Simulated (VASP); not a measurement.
Consider the following.

```yaml
crystal:
  lattice:
    - [0.00000, 2.74198, 2.74198]
    - [2.74198, 0.00000, 2.74198]
    - [2.74198, 2.74198, 0.00000]
  atoms:
    - { symbol: Al, position: [0.00000, 0.00000, 0.00000] }
    - { symbol: P, position: [0.25000, 0.25000, 0.25000] }
```

Method: PBE GGA, VASP's PBE PAW potentials (set 64) (plane waves; VASP). Run with 480 eV cut-off, 8×8×8 Γ-centred mesh, Gaussian smearing of 0.050 eV, potentials Al P.

Estimate the energy per atom (σ→0), pressure, band gap (on the k-mesh) with the smallest direct gap where there is one.

| Quantity | Result |
|---|---|
| band gap (on the k-mesh) | 1.61 eV |
| smallest direct gap (on the k-mesh) | 3.19 eV |
| energy per atom (σ→0) | -5.188 eV/atom |
| pressure | 1.00 GPa |

The absolute energy has meaning only against runs of the same code, potentials and settings.

The compound is AlP in the zinc blende structure. It was relaxed first under an external pressure of 1 GPa.
